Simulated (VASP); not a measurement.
Runs of VASP 6.6.1 on MgO. The structure is cubic, space group Fm-3m (No. 225). Conventional cell: a = 4.249 Å, b = 4.249 Å, c = 4.249 Å, α = 90.00°, β = 90.00°, γ = 90.00°. Mg (site symmetry m-3m) is surrounded by 6 O at 2.12 Å. O (site symmetry m-3m) has 6 Mg at 2.12 Å as nearest neighbours. 

| task | level | potentials or basis | cell | k mesh | cutoff (eV) | mesh quality | gap on the mesh (eV) | pressure (GPa) | relaxed volume (Å³/atom) |
| --- | --- | --- | --- | --- | --- | --- | --- | --- | --- |
| relaxation of cell and atoms | PBEsol | VASP PAW PBE potentials, release 64 (Mg, O) | relaxed | 10 × 10 × 10 | 600 | not flagged | (a) | 0.0 | 9.31 |
| relaxation of cell and atoms | PBEsol | VASP PAW PBE potentials, release 64 (Mg, O_s) | relaxed | 10 × 10 × 10 | 480 | not flagged | 4.66 | 0.0 | 9.32 |
| relaxation of cell and atoms | PBEsol | VASP PAW PBE potentials, release 64 (Mg, O) | relaxed | 4 × 4 × 4 | 600 | coarse | 4.66 | 0.0 | 9.31 |
| relaxation of cell and atoms | RPBE | VASP PAW PBE potentials, release 64 (Mg, O) | relaxed | 10 × 10 × 10 | 600 | not flagged | 4.33 | 0.0 | 9.85 |
| relaxation of cell and atoms | PBE+D3(BJ) | VASP PAW PBE potentials, release 64 (Mg, O) | relaxed | 10 × 10 × 10 | 600 | not flagged | 4.82 | 0.0 | (c) |
| relaxation of cell and atoms | PBEsol | VASP PAW PBE potentials, release 64 (Mg, O) | relaxed | 10 × 10 × 10 | 580 | not flagged | 4.66 | 0.0 | 9.31 |
| relaxation of cell and atoms | PBE | VASP PAW PBE potentials, release 64 (Mg, O) | relaxed | 10 × 10 × 10 | 600 | not flagged | 4.51 | 0.0 | 9.56 |
| single point | PBEsol | VASP PAW PBE potentials, release 64 (Mg, O) | as given | 10 × 10 × 10 | 520 | not flagged | 4.39 | -4.2 | - |
| relaxation of cell and atoms | LDA | VASP PAW LDA potentials, release 64 (Mg, O) | relaxed | 10 × 10 × 10 | 600 | not flagged | 5.16 | 0.0 | (b) |

Alike in all rows: no spin polarisation; smearing gaussian 0.02 eV.

Question: Estimate the missing entries.

Answer: (a) 4.67; (b) 8.89; (c) 9.25.

Caveats: some runs use coarse meshes; the PAW data sets were made with another functional, which shifts forces and pressure a little (some runs).

